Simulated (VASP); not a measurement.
Level of theory: r2SCAN meta-GGA, VASP's PBE PAW potentials (set 64) (plane waves; VASP). For the first row: Run with 520 eV cut-off, 9×9×3 Γ-centred mesh, tetrahedra with Blöchl corrections, potentials Si C.

| system | energy (eV/atom) |
|---|---|
| SiC (4h) | -9.6634 |
| Si (diamond) | -8.7736 |
| C (graphite) | -9.9387 |

The references are the elements' solids at the same level; no temperature or zero-point terms are added.

**Question.** What is the formation energy per atom of SiC?

**Answer.** The references average (4×(-8.7736) + 4×(-9.9387))/8 = -9.3561 eV, so the formation energy is -9.6634 − (-9.3561) = -0.307 eV/atom.
